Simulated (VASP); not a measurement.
OSZICAR of a VASP run on Au (fcc):

File OSZICAR:
```
       N       E                     dE             d eps       ncg     rms          rms(c)
DAV:   1    -0.823421406356E+01   -0.82342E+01   -0.56893E+03  2048   0.104E+03
DAV:   2    -0.541069903192E+02   -0.45873E+02   -0.42298E+02  1958   0.200E+02
DAV:   3    -0.545337354181E+02   -0.42675E+00   -0.42654E+00  2174   0.200E+01
DAV:   4    -0.545352752745E+02   -0.15399E-02   -0.15398E-02  2187   0.126E+00
DAV:   5    -0.545352859532E+02   -0.10679E-04   -0.10679E-04  2114   0.985E-02    0.991E+00
DAV:   6    -0.502491111504E+02    0.42862E+01   -0.50151E+00  1915   0.220E+01    0.685E+00
DAV:   7    -0.505264834792E+02   -0.27737E+00   -0.47196E-01  1877   0.505E+00    0.429E+00
DAV:   8    -0.505593358425E+02   -0.32852E-01   -0.11114E-01  1905   0.248E+00    0.604E-01
DAV:   9    -0.505816489931E+02   -0.22313E-01   -0.21522E-02  1929   0.114E+00    0.727E-02
DAV:  10    -0.505820978098E+02   -0.44882E-03   -0.18698E-03  1929   0.392E-01    0.669E-02
DAV:  11    -0.505823893069E+02   -0.29150E-03   -0.57247E-04  2081   0.208E-01    0.286E-02
DAV:  12    -0.505824856342E+02   -0.96327E-04   -0.67763E-05  1911   0.800E-02    0.127E-02
DAV:  13    -0.505825147501E+02   -0.29116E-04   -0.35044E-05  2025   0.589E-02    0.169E-03
DAV:  14    -0.505825157886E+02   -0.10385E-05   -0.56702E-06  1954   0.179E-02    0.333E-03
DAV:  15    -0.505825160933E+02   -0.30467E-06   -0.53441E-07   980   0.779E-03
   1 F= -.50582516E+02 E0= -.50582725E+02  d E =-.505825E+02
       N       E                     dE             d eps       ncg     rms          rms(c)
DAV:   1    -0.514722176368E+02   -0.88970E+00   -0.19752E+01  1900   0.504E+01    0.648E+00
DAV:   2    -0.505085817033E+02    0.96364E+00   -0.32749E+00  1893   0.165E+01    0.259E+00
DAV:   3    -0.505642026551E+02   -0.55621E-01   -0.11058E-01  1876   0.373E+00    0.243E+00
DAV:   4    -0.504453805364E+02    0.11882E+00   -0.36058E-01  1928   0.450E+00    0.101E+00
DAV:   5    -0.505702463349E+02   -0.12487E+00   -0.15591E-01  1895   0.320E+00    0.186E-01
DAV:   6    -0.505705484977E+02   -0.30216E-03   -0.30576E-03  1917   0.587E-01    0.223E-02
DAV:   7    -0.505712232360E+02   -0.67474E-03   -0.31379E-04  1916   0.236E-01    0.122E-02
DAV:   8    -0.505712404783E+02   -0.17242E-04   -0.22558E-05  2014   0.471E-02    0.969E-03
DAV:   9    -0.505712424302E+02   -0.19519E-05   -0.12440E-05  1965   0.333E-02    0.262E-03
DAV:  10    -0.505712418440E+02    0.58623E-06   -0.14368E-07   940   0.484E-03
   2 F= -.50571242E+02 E0= -.50571142E+02  d E =0.112742E-01
       N       E                     dE             d eps       ncg     rms          rms(c)
DAV:   1    -0.509331892723E+02   -0.36195E+00   -0.71889E+00  1923   0.299E+01    0.351E+00
DAV:   2    -0.505795429909E+02    0.35365E+00   -0.13993E+00  1900   0.106E+01    0.959E-01
DAV:   3    -0.505877377197E+02   -0.81947E-02   -0.28840E-02  1898   0.194E+00    0.959E-01
DAV:   4    -0.505909399782E+02   -0.32023E-02   -0.29867E-02  1894   0.124E+00    0.501E-01
DAV:   5    -0.505918859900E+02   -0.94601E-03   -0.45974E-03  1886   0.687E-01    0.819E-02
DAV:   6    -0.505922474172E+02   -0.36143E-03   -0.11313E-03  1975   0.419E-01    0.266E-02
DAV:   7    -0.505924499805E+02   -0.20256E-03   -0.90970E-05  1928   0.119E-01    0.174E-02
DAV:   8    -0.505924691832E+02   -0.19203E-04   -0.27301E-05  1927   0.533E-02    0.216E-03
DAV:   9    -0.505924684133E+02    0.76983E-06   -0.38636E-07   982   0.774E-03
   3 F= -.50592468E+02 E0= -.50592617E+02  d E =-.995232E-02
```

Q: Which electronic solver shows in the log?

A: It is blocked Davidson (ALGO = Normal, or the opening steps of other solvers). The INCAR had ALGO = Normal.

Q: Can the final energy be trusted as converged?

A: The run converged. It stopped with EDIFF = 1E-6, NELM = 100, NSW = 60 and EDIFFG = -0.01 after 3 ionic steps (r2SCAN meta-GGA, plane waves, VASP's PBE PAW potentials (set 64)). Energy and stress use the plane-wave basis of the starting cell.

The compound is Au in the fcc structure. This run relaxes it. Symmetry was kept, so distortions that lower it aren't found.
